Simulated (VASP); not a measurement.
Level of theory: PBEsol GGA, VASP's PBE PAW potentials (set 64) (plane waves; VASP).

A VASP calculation is set up with these files.

POSCAR:
```
GaP
1.0
  0.0000000000   2.6717104978   2.6717104978
  2.6717104978   0.0000000000   2.6717104978
  2.6717104978   2.6717104978   0.0000000000
Ga P
1 1
Cart
  0.0000000000   0.0000000000   0.0000000000
  1.3358552489   1.3358552489   1.3358552489
```

KPOINTS:
```
kpoints
0
gamma
9 9 9
0 0 0
```

**INCAR**
```
# general
SYSTEM   =  GaP
PREC     =  Accurate
ENCUT    =  500   # plane-wave cut-off (eV)
LREAL    =  .False.   # projection in real space or not
LASPH    =  .True.   # aspherical one-centre terms

# electronic loop
EDIFF    =  1E-6   # SCF stop (eV)
NELM     =  100
ALGO     =  Normal   # blocked Davidson
LMAXMIX  =  4

# smearing
ISMEAR   =  0
SIGMA    =  0.05

# functional
GGA      =  PS   # PBEsol

# ions
IBRION   =  2   # conjugate gradients
NSW      =  40
ISIF     =  3   # ions, shape and volume
EDIFFG   =  -0.02   # ionic stop
PSTRESS  =  50

# output
LWAVE    =  .False.
LCHARG   =  .False.
```

POTCAR, in this order: Ga_d P (PBE.64 set). Program: vasp_std.

Output of the run:

### OSZICAR
```
       N       E                     dE             d eps       ncg     rms          rms(c)
DAV:   1     0.768009509787E+02    0.76801E+02   -0.91735E+03   934   0.199E+03
DAV:   2    -0.436254434848E+01   -0.81163E+02   -0.78177E+02   985   0.316E+02
DAV:   3    -0.101029275337E+02   -0.57404E+01   -0.57046E+01  1145   0.734E+01
DAV:   4    -0.101997633530E+02   -0.96836E-01   -0.96786E-01  1106   0.101E+01
DAV:   5    -0.102022437364E+02   -0.24804E-02   -0.24802E-02  1128   0.139E+00    0.444E+00
DAV:   6    -0.994066130191E+01    0.26158E+00   -0.44624E-01  1437   0.151E+01    0.283E+00
DAV:   7    -0.989501913590E+01    0.45642E-01   -0.11398E-01  1267   0.302E+00    0.105E+00
DAV:   8    -0.989195191034E+01    0.30672E-02   -0.14096E-02  1075   0.178E+00    0.190E-01
DAV:   9    -0.989207305228E+01   -0.12114E-03   -0.12162E-03  1279   0.631E-01    0.672E-02
DAV:  10    -0.989208454383E+01   -0.11492E-04   -0.75148E-05  1088   0.853E-02    0.252E-02
DAV:  11    -0.989210833368E+01   -0.23790E-04   -0.25294E-05  1030   0.621E-02    0.433E-03
DAV:  12    -0.989210824996E+01    0.83722E-07   -0.14952E-06   828   0.202E-02
   1 F= -.87018050E+01 E0= -.87018050E+01  d E =-.870181E+01
```

**OUTCAR**
```
------------------------ aborting loop because EDIFF is reached ----------------------------------------
  FORCE on cell =-STRESS in cart. coord.  units (eV):
  Direction    XX          YY          ZZ          XY          YZ          ZX
  --------------------------------------------------------------------------------------
  Total        1.1786459      1.1786459      1.1786459     -0.0000000      0.0000000      0.0000000
  in kB       49.5103226     49.5103226     49.5103226     -0.0000000      0.0000000      0.0000000
  external PRESSURE =      -0.4896774 kB  Pullay stress =      50.0000000 kB
  volume of cell :       38.14
      direct lattice vectors                 reciprocal lattice vectors
     0.000000000  2.671710498  2.671710498    -0.187146025  0.187146025  0.187146025
     2.671710498  0.000000000  2.671710498     0.187146025 -0.187146025  0.187146025
     2.671710498  2.671710498  0.000000000     0.187146025  0.187146025 -0.187146025
  FREE ENERGIE OF THE ION-ELECTRON SYSTEM (eV)
  ---------------------------------------------------
  free  energy   TOTEN  =        -9.8921082500 eV

  energy  without entropy=       -9.8921082500  energy(sigma->0) =       -9.89210825
  enthalpy is  TOTEN    =        -8.7018050303 eV   P V=        1.1903032197

 reached required accuracy - stopping structural energy minimisation
```
(Selected blocks of OUTCAR.)

The compound is GaP in the zinc blende structure. It was relaxed first under an external pressure of 5 GPa.
